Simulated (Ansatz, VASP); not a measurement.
**TlSbS3: VASP beside Ansatz**

Aim: how closely do two programs agree when they are given the same cell, functional and k mesh? The cell is generated by rule, not measured, and may not be a known phase. The cell is taken from a series of runs on this material, whose earlier steps may have relaxed, scaled, displaced or heated it; both programs get it as it stands.

Program: Ansatz 0.2.0. Level of theory: plane waves, with VASP 6.6.1 beside it; relaxation of cell and atoms at LDA. Results are calculated unless marked as measured.

The structure was built from a prototype and need not be the compound's stable phase.

## (1) The structure

Symmetry: Pmma, No. 51, orthorhombic system. The conventional cell has a = 6.962 Å, b = 4.699 Å, c = 7.387 Å, α = 90.00°, β = 90.00°, γ = 90.00°. Nearest to Tl lie 1 S at 3.06 Å. Sb has 6 S at 2.49 to 2.59 Å nearest. Nearest to S lie 2 Sb at 2.59 Å. Nearest to S lie 2 Sb at 2.49 Å. Nearest to S lie 2 Sb at 2.50 Å and 1 Tl at 3.06 Å. Farther neighbours and most contacts between anions are not listed.

Coordinates:

```cif
data_structure
_symmetry_space_group_name_H-M 'P 1'
_symmetry_Int_Tables_number 1
_cell_length_a 6.9624
_cell_length_b 4.6995
_cell_length_c 7.3871
_cell_angle_alpha 90.000
_cell_angle_beta 90.000
_cell_angle_gamma 90.000
_cell_volume 241.70
loop_
_atom_site_label
_atom_site_type_symbol
_atom_site_fract_x
_atom_site_fract_y
_atom_site_fract_z
_atom_site_occupancy
Tl1 Tl 0.25000 0.00000 0.26916 1
Tl2 Tl 0.75000 0.00000 0.73084 1
Sb3 Sb 0.25000 0.50000 0.74100 1
Sb4 Sb 0.75000 0.50000 0.25900 1
S5 S 0.50000 0.50000 0.00000 1
S6 S 0.00000 0.50000 0.50000 1
S7 S 0.00000 0.50000 0.00000 1
S8 S 0.50000 0.50000 0.50000 1
S9 S 0.25000 0.00000 0.85525 1
S10 S 0.75000 0.00000 0.14475 1
```

## (2) VASP: relaxation of cell and atoms, LDA

The relaxed volume is the usual yardstick between codes: in a stiff, nearly cubic crystal its relative difference is about their pressure difference at one cell divided by the bulk modulus.

Lines of VASP's logs that name or quote its potential files are left out, and so is its time.

INCAR reads:

```
SYSTEM = TlSbS3
PREC = Accurate
ENCUT = 500
EDIFF = 1E-07
NELM = 120
ISMEAR = 1
SIGMA = 0.2
LREAL = .FALSE.
ALGO = Normal
GGA = CA
NBANDS = 46
LORBIT = 11
LWAVE = .FALSE.
LCHARG = .FALSE.
ISIF = 3
IBRION = 2
NSW = 80
EDIFFG = -0.005
LASPH = .TRUE.
GGA_COMPAT = .FALSE.
NELMIN = 4
KPAR = 2
```

POSCAR reads:

```
TlSbS3
1.0
    6.9623890000      0.0000000000      0.0000000000
    0.0000000000      4.6994750000      0.0000000000
    0.0000000000      0.0000000000      7.3870530000
Tl Sb S
2 2 6
Direct
    0.2499999641      0.0000000000      0.2691560491
    0.7500000359      0.0000000000      0.7308439509
    0.2499999641      0.4999998936      0.7409996923
    0.7500000359      0.4999998936      0.2590003077
    0.5000000718      0.4999998936      0.0000000000
    0.0000000000      0.4999998936      0.4999999323
    0.0000000000      0.4999998936      0.0000000000
    0.5000000718      0.4999998936      0.4999999323
    0.2499999641      0.0000000000      0.8552490418
    0.7500000359      0.0000000000      0.1447509582
```

KPOINTS reads:

```
Automatic mesh
0
Gamma
6 8 6
0 0 0
```

Potentials, in the order of the species: Tl_d, Sb and S (LDA family, release 64).

The run is started by

```
$ mpirun -np 2 vasp_std
```

Numbers of over 12 decimals in the logs are rounded to 6 here.

Output:

```text
[banner, memory and clock lines left out]
running    2 mpi-ranks, on    1 nodes
 distrk:  each k-point on    1 cores,    2 groups
 distr:  one band on    1 cores,    1 groups

 POSCAR found type information on POSCAR TlSbS
 POSCAR found :  3 types and      10 ions
 LDA part: xc-table for (Slater(with rela. corr.)+CA(PZ))
 , standard interpolation
 POSCAR, INCAR and KPOINTS ok, starting setup
 FFT: planning ... GRIDC
 FFT: planning ... GRID_SOFT
 FFT: planning ... GRID
 WAVECAR not read
 entering main loop
       N       E                     dE             d eps       ncg     rms          rms(c)
DAV:   1     0.433552849162E+03    0.43355E+03   -0.31274E+04  7360   0.133E+03
DAV:   2    -0.754610559131E+01   -0.44110E+03   -0.42710E+03  8760   0.263E+02
DAV:   3    -0.439521675566E+02   -0.36406E+02   -0.35784E+02  8852   0.726E+01
DAV:   4    -0.447665775424E+02   -0.81441E+00   -0.80892E+00  8690   0.116E+01
DAV:   5    -0.447862337130E+02   -0.19656E-01   -0.19643E-01  9034   0.187E+00    0.153E+01
DAV:   6    -0.429918007144E+02    0.17944E+01   -0.45439E+00  8258   0.640E+00    0.111E+01
DAV:   7    -0.429398021264E+02    0.51999E-01   -0.10381E+00  8826   0.326E+00    0.373E+00
DAV:   8    -0.429188972114E+02    0.20905E-01   -0.17152E-01  9084   0.159E+00    0.119E+00
DAV:   9    -0.429157726530E+02    0.31246E-02   -0.28520E-02  8500   0.644E-01    0.326E-01
DAV:  10    -0.429157419534E+02    0.30700E-04   -0.40529E-03  8902   0.229E-01    0.147E-01
DAV:  11    -0.429157109078E+02    0.31046E-04   -0.53121E-04  8694   0.797E-02    0.876E-02
DAV:  12    -0.429157079600E+02    0.29478E-05   -0.12893E-04  8458   0.453E-02    0.132E-02
DAV:  13    -0.429157079485E+02    0.11551E-07   -0.95931E-06  8704   0.115E-02    0.707E-03
DAV:  14    -0.429157078652E+02    0.83300E-07   -0.10581E-06  8242   0.384E-03    0.367E-03
DAV:  15    -0.429157078905E+02   -0.25319E-07   -0.30478E-07  6458   0.191E-03
   1 F= -.42915708E+02 E0= -.42913309E+02  d E =-.429157E+02
[... from here on, the cycles between the ionic steps are left out ...]
   2 F= -.42915759E+02 E0= -.42913350E+02  d E =-.509013E-04
   3 F= -.42915759E+02 E0= -.42913352E+02  d E =-.514778E-04
   4 F= -.42915759E+02 E0= -.42913352E+02  d E =-.513563E-04
   5 F= -.42915769E+02 E0= -.42913367E+02  d E =-.943686E-05
   6 F= -.42915787E+02 E0= -.42913399E+02  d E =-.281307E-04
   7 F= -.42915795E+02 E0= -.42913409E+02  d E =-.747434E-05
   8 F= -.42915799E+02 E0= -.42913418E+02  d E =-.117990E-04
   9 F= -.42915806E+02 E0= -.42913433E+02  d E =-.662643E-05
 ZBRENT: can't locate minimum, use default step
 trial-energy change:   -0.000007  1 .order   -0.000007   -0.000007   -0.000006
 step:   2.9143(harm=  5.5932)  dis= 0.00233  next Energy=   -42.915827 (dE=-0.278E-04)
 bond charge predicted
       N       E                     dE             d eps       ncg     rms          rms(c)
DAV:   1    -0.429157906731E+02    0.15149E-04   -0.12769E-02  7402   0.408E-01    0.356E-02
DAV:   2    -0.429158224052E+02   -0.31732E-04   -0.43768E-04  8712   0.885E-02    0.139E-02
DAV:   3    -0.429158203401E+02    0.20651E-05   -0.77159E-06  8890   0.136E-02    0.104E-02
DAV:   4    -0.429158191895E+02    0.11507E-05   -0.21382E-06  8468   0.633E-03    0.465E-03
DAV:   5    -0.429158190078E+02    0.18165E-06   -0.67767E-07  8446   0.348E-03    0.169E-03
DAV:   6    -0.429158190011E+02    0.67612E-08   -0.60102E-08  4718   0.104E-03
  10 F= -.42915819E+02 E0= -.42913468E+02  d E =-.198246E-04
 curvature:  -6.17 expect dE=-0.266E-04 dE for cont linesearch -0.298E-05
 trial: gam= 0.05207 g(F)=  0.191E-05 g(S)=  0.240E-05 ort = 0.390E-05 (trialstep = 0.117E+01)
 search vector abs. value=  0.481E-05
 reached required accuracy - stopping structural energy minimisation
```

From OUTCAR (step 2):

```text
ion  position               nearest neighbor table
   1  0.250  0.000  0.269-   9 3.06   6 3.39   8 3.39   6 3.39   8 3.39
   2  0.750  0.000  0.731-  10 3.06   8 3.39   6 3.39   6 3.39   8 3.39
   3  0.250  0.500  0.741-   6 2.49   8 2.49   9 2.50   9 2.50   7 2.59   5 2.59
   4  0.750  0.500  0.259-   6 2.49   8 2.49  10 2.50  10 2.50   5 2.59   7 2.59
   5  0.500  0.500  0.000-   4 2.59   3 2.59
   6  0.000  0.500  0.500-   4 2.49   3 2.49   1 3.39   2 3.39   1 3.39   2 3.39
   7  0.000  0.500  0.000-   3 2.59   4 2.59
   8  0.500  0.500  0.500-   4 2.49   3 2.49   2 3.39   1 3.39   2 3.39   1 3.39
   9  0.250  0.000  0.855-   3 2.50   3 2.50   1 3.06
  10  0.750  0.000  0.145-   4 2.50   4 2.50   2 3.06

  LATTYP: Found a simple orthorhombic cell.
 ALAT       =     4.6994750000
 B/A-ratio  =     1.4815248512
 C/A-ratio  =     1.5718889876

 Subroutine GETGRP returns: Found  8 space group operations
 (whereof  4 operations were pure point group operations)

The static configuration has the point symmetry C_2h.
 The point group associated with its full space group is D_2h.

 Found     80 irreducible k-points:

   k-points           NKPTS =     80   k-points in BZ     NKDIM =     80   number of bands    NBANDS=     46

   dimension x,y,z NGX =    54 NGY =   36 NGZ =   54
   dimension x,y,z NGXF=   108 NGYF=   72 NGZF=  108

   ENCUT  =  500.0 eV  36.75 Ry    6.06 a.u.  12.69  8.57 13.47*2*pi/ulx,y,z

   NELECT =      72.0000    total number of electrons

 k-points in reciprocal lattice and weights: Automatic mesh
   0.00000000  0.00000000  0.00000000       0.003
   0.16666667  0.00000000  0.00000000       0.007
   0.33333333  0.00000000  0.00000000       0.007
   0.50000000  0.00000000  0.00000000       0.003
   0.00000000  0.12500000  0.00000000       0.007
   0.16666667  0.12500000  0.00000000       0.014
   0.33333333  0.12500000  0.00000000       0.014
   0.50000000  0.12500000  0.00000000       0.007
   0.00000000  0.25000000  0.00000000       0.007
[...]
0.33333333  0.50000000  0.50000000       0.007
   0.50000000  0.50000000  0.50000000       0.003

 average (electrostatic) potential at core
       1 -83.6665       2 -83.6665       3 -89.4802       4 -89.4802       5 -86.7282
       6 -86.5428       7 -86.7282       8 -86.5428       9 -87.1444      10 -87.1444

 E-fermi :   4.7375

 k-point     1 :       0.0000    0.0000    0.0000
  band No.  band energies     occupation
    ...
     32       3.6770      2.00000
     33       3.7424      2.00000
     34       3.8358      2.00000
     35       4.0435      2.00001
     36       4.1756      2.00052
     37       4.8579      0.15822
     38       5.9046     -0.00000
     39       6.1932     -0.00000
     40       6.9462     -0.00000
     41       7.6442     -0.00000
    ...

 k-point     2 :       0.1667    0.0000    0.0000
  band No.  band energies     occupation
    ...
     33       3.6090      2.00000
     34       3.8814      2.00000
     35       3.9691      2.00000
     36       4.2853      2.00630
     37       4.6688      1.54534
     38       5.5193     -0.00000
     39       6.4862     -0.00000
     40       7.5400     -0.00000
     41       7.7749     -0.00000
     42       8.5607     -0.00000
    ...

 k-point     3 :       0.3333    0.0000    0.0000
  band No.  band energies     occupation
    ...
     33       3.4365      2.00000
     34       3.7789      2.00000
     35       3.9215      2.00000
     36       4.2898      2.00687
     37       4.6677      1.55265
     38       4.9518     -0.06208
     39       7.5621     -0.00000
     40       8.0066     -0.00000
     41       8.1385     -0.00000
     42       8.8035      0.00000
    ...

  Total        0.0215734     -0.0024921      0.0051257      0.0000000      0.0000000     -0.0000000
  in kB        0.1428778     -0.0165049      0.0339468      0.0000000      0.0000000     -0.0000000
  external PRESSURE =       0.0534399 kB  Pullay stress =       0.0000000 kB

  energy-cutoff  :      500.00
  volume of cell :      241.92
      direct lattice vectors                 reciprocal lattice vectors
     6.959851765  0.000000000  0.000000000     0.143681221  0.000000000  0.000000000
     0.000000000  4.705098064  0.000000000     0.000000000  0.212535421  0.000000000
    -0.000000000  0.000000000  7.387465310    -0.000000000  0.000000000  0.135364426

 POSITION                                       TOTAL-FORCE (eV/Angst)
 -----------------------------------------------------------------------------------
      1.73996      0.00000      1.98675        -0.000000      0.000000     -0.004178
      5.21989      0.00000      5.40072         0.000000      0.000000      0.004178
      1.73996      2.35255      5.47542        -0.000000      0.000000      0.000249
      5.21989      2.35255      1.91204         0.000000      0.000000     -0.000249
      3.47993      2.35255      0.00000        -0.000000      0.000000      0.000000
     -0.00000      2.35255      3.69373        -0.000000      0.000000      0.000000
      0.00000      2.35255      0.00000        -0.000000      0.000000      0.000000
      3.47993      2.35255      3.69373        -0.000000      0.000000      0.000000
      1.73996      0.00000      6.31345        -0.000000      0.000000     -0.001525
      5.21989      0.00000      1.07401        -0.000000      0.000000      0.001525
 -----------------------------------------------------------------------------------
    total drift:                                0.000707      0.001257     -0.000160

  FREE ENERGIE OF THE ION-ELECTRON SYSTEM (eV)
  ---------------------------------------------------
  free  energy   TOTEN  =       -42.9158190011 eV

  energy  without entropy=      -42.9087665467  energy(sigma->0) =      -42.91346818

 reached required accuracy - stopping structural energy minimisation

 total charge
# of ion       s       p       d       tot
------------------------------------------
    1        1.276   0.157   9.660  11.093
    2        1.276   0.157   9.660  11.093
    3        1.183   1.035   0.132   2.350
    4        1.183   1.035   0.132   2.350
    5        1.379   2.253   0.000   3.633
    6        1.359   2.327   0.000   3.687
    7        1.379   2.253   0.000   3.633
    8        1.359   2.327   0.000   3.687
    9        1.389   2.253   0.000   3.642
   10        1.389   2.253   0.000   3.642
--------------------------------------------------
tot         13.175  16.051  19.584  48.810

[... 3 further parts left out ...]
```

(Part 1 of 2 ends here.)

[Lines on the potential files, build, host, timing and source positions are cut from VASP's logs without a mark.]

[Logs are printed without paths, hosts, clocks, repeated set-up lines and the standing remarks that a program may print on its own settings, such as how far it seeks lower states.]

[Hosts, paths, dates, database ids (printed as entryN), source tags and the programs' standing remarks are cut or masked in the printed files.]
